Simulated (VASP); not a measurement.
Method: PBEsol GGA, VASP's PBE PAW potentials (set 64) (plane waves; VASP).

VASP input:

### INCAR
```
! general
SYSTEM  = Nb
PREC    = Accurate
ENCUT   = 520   ! plane-wave cut-off (eV)
LREAL   = .False.   ! projection in real space or not
LASPH   = .True.   ! aspherical one-centre terms

! electronic loop
EDIFF   = 1E-7
NELM    = 100   ! most electronic steps
ALGO    = Normal
LMAXMIX = 4   ! l cut-off of mixed one-centre charges

! smearing
ISMEAR  = 1   ! Methfessel-Paxton
SIGMA   = 0.1

! functional
GGA     = PS

! ions
ISIF    = 2   ! forces and stress, cell fixed

! output
LWAVE   = .False.
LCHARG  = .False.
```

File KPOINTS:
```
Regular mesh
0
gamma
  16 16 16
```

### POSCAR
```
Nb
1.6512090
 -1.0000002933   1.0000002933   1.0000002933
  1.0000002933  -1.0000002933   1.0000002933
  1.0000002933   1.0000002933  -1.0000002933
Nb
1
Cart
  0.0000000000   0.0000000000   0.0000000000
```

POTCAR, in this order: Nb_sv (PBE.64 set). Program: vasp_std.

Output

**OSZICAR**
```
       N       E                     dE             d eps       ncg     rms          rms(c)
DAV:   1     0.114495857862E+03    0.11450E+03   -0.75155E+03  2924   0.129E+03
DAV:   2    -0.614284024275E+01   -0.12064E+03   -0.11764E+03  3132   0.444E+02
DAV:   3    -0.111275961886E+02   -0.49848E+01   -0.47377E+01  4290   0.767E+01
DAV:   4    -0.114241272125E+02   -0.29653E+00   -0.29500E+00  3946   0.169E+01
DAV:   5    -0.114420130784E+02   -0.17886E-01   -0.17876E-01  4532   0.305E+00    0.736E+00
DAV:   6    -0.109971608886E+02    0.44485E+00   -0.85499E-01  4486   0.122E+01    0.255E+00
DAV:   7    -0.109418615978E+02    0.55299E-01   -0.25004E-01  4546   0.643E+00    0.962E-01
DAV:   8    -0.109457116115E+02   -0.38500E-02   -0.12814E-02  3304   0.172E+00    0.575E-02
DAV:   9    -0.109457449621E+02   -0.33351E-04   -0.98854E-04  4974   0.381E-01    0.387E-02
DAV:  10    -0.109457615816E+02   -0.16620E-04   -0.27526E-05  3498   0.710E-02    0.137E-02
DAV:  11    -0.109457579594E+02    0.36222E-05   -0.68659E-06  3638   0.498E-02    0.300E-03
DAV:  12    -0.109457580037E+02   -0.44234E-07   -0.40769E-07  3386   0.740E-03
   1 F= -.10945758E+02 E0= -.10945532E+02  d E =-.679106E-03
```

### OUTCAR
```
------------------------ aborting loop because EDIFF is reached ----------------------------------------
  FORCE on cell =-STRESS in cart. coord.  units (eV):
  Direction    XX          YY          ZZ          XY          YZ          ZX
  --------------------------------------------------------------------------------------
  Total       -0.6098661     -0.6098661     -0.6098661      0.0000000      0.0000000     -0.0000000
  in kB      -54.2598423    -54.2598423    -54.2598423      0.0000000      0.0000000     -0.0000000
  external PRESSURE =     -54.2598423 kB  Pullay stress =       0.0000000 kB
  volume of cell :       18.01
      direct lattice vectors                 reciprocal lattice vectors
    -1.651209484  1.651209484  1.651209484     0.000000000  0.302808338  0.302808338
     1.651209484 -1.651209484  1.651209484     0.302808338  0.000000000  0.302808338
     1.651209484  1.651209484 -1.651209484     0.302808338  0.302808338  0.000000000
 POSITION                                       TOTAL-FORCE (eV/Angst)
 -----------------------------------------------------------------------------------
      0.00000      0.00000      0.00000         0.000000     -0.000000      0.000000
 -----------------------------------------------------------------------------------
    total drift:                               -0.000000      0.000000      0.000000
  FREE ENERGIE OF THE ION-ELECTRON SYSTEM (eV)
  ---------------------------------------------------
  free  energy   TOTEN  =       -10.9457580037 eV

  energy  without entropy=      -10.9450788980  energy(sigma->0) =      -10.94553164
```
(Selected blocks of OUTCAR.)

The compound is Nb in the bcc structure. This cell is one point of a volume scan, at 1.03 of the reference volume.
